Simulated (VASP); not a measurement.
An input for Ansatz (written as the equivalent of a VASP run, and not itself run):

Ansatz 0.2 input:
```yaml
crystal:
  lattice:
    - [4.2374239, 0.0000000, 0.0000000]
    - [0.0000000, 4.2374239, 0.0000000]
    - [0.0000000, 0.0000000, 11.9813896]
  atoms:
    - { symbol: Pb, position: [1.0000000, 0.0000000, 0.2547654] }
    - { symbol: Pb, position: [0.0000000, 0.0000000, 0.7452346] }
    - { symbol: Pb, position: [0.5000000, 0.5000000, 0.0000000] }
    - { symbol: Pb, position: [0.5000000, 0.5000000, 0.5000000] }
    - { symbol: Se, position: [0.5000000, 0.5000000, 0.2512439] }
    - { symbol: Se, position: [0.5000000, 0.5000000, 0.7487561] }
    - { symbol: Se, position: [0.0000000, 0.0000000, 0.0000000] }
    - { symbol: S, position: [0.0000000, 0.0000000, 0.5000000] }
kpoints:
  mp_grid: { grid: [7, 7, 3] }
hamiltonian:
  xc: lda
  pseudopotentials: { kind: paw }
scf:
  occupations: { method: methfessel_paxton, width: 0.1 }
  max_iter: 100
relax:
  max_steps: 60
  f_tol: 0.02
  cell: {}
output: { forces: true, stress: true, eigenvalues: true }
```

Problem. Translate this input to VASP (INCAR, KPOINTS, POSCAR, choice of POTCAR).

Solution. Several could match; the one computed here: 
File POSCAR:
```
Pb4Se3S
1
    4.2374239057     0.0000000000     0.0000000000
    0.0000000000     4.2374239057     0.0000000000
   -0.0000000000     0.0000000000    11.9813895528
Pb Se S
4 3 1
Direct
  1.0000000000   0.0000000000   0.2547653708
  0.0000000000   0.0000000000   0.7452346292
  0.5000000000   0.5000000000   0.0000000000
  0.5000000000   0.5000000000   0.5000000000
  0.5000000000   0.5000000000   0.2512438535
  0.5000000000   0.5000000000   0.7487561465
  0.0000000000   0.0000000000   0.0000000000
  0.0000000000   0.0000000000   0.5000000000
```

**INCAR**
```
EDIFFG = -0.02   ! ionic stop
LASPH = T   ! aspherical one-centre terms
LREAL = F
LWAVE = F
NSW = 60
ENCUT = 400   ! plane-wave cut-off (eV)
LMAXMIX = 4
PREC = Accurate
SYSTEM = Pb4Se3S
IBRION = 2
ISMEAR = 1   ! Methfessel-Paxton
SIGMA = 0.1   ! width (eV)
EDIFF = 1E-6
ALGO = Normal
NELM = 100   ! most electronic steps
ISIF = 3
LCHARG = F
```

File KPOINTS:
```
Automatic mesh
0
Gamma
7 7 3
0 0 0
```

POTCAR, in this order: Pb_d Se S (LDA.64 set). Program: vasp_std.

What does not carry over: each code has its own PAW files, so the cut-off isn't converted (ENCUT is set for VASP's; basis.ecutwfc is left out, and Ansatz then takes the one that its files recommend); Ansatz stops its SCF on the density residual and VASP on the energy change (EDIFF); Ansatz's lda is the Perdew-Wang form, while the LDA potentials of VASP carry Perdew-Zunger's.

The structure comes from a computed database's Pb4Se3S entry (P4/mmm); how it stands against other phases isn't given here. This run relaxes it. Symmetry was kept, so distortions that lower it aren't found. The start is the result of an earlier pass.
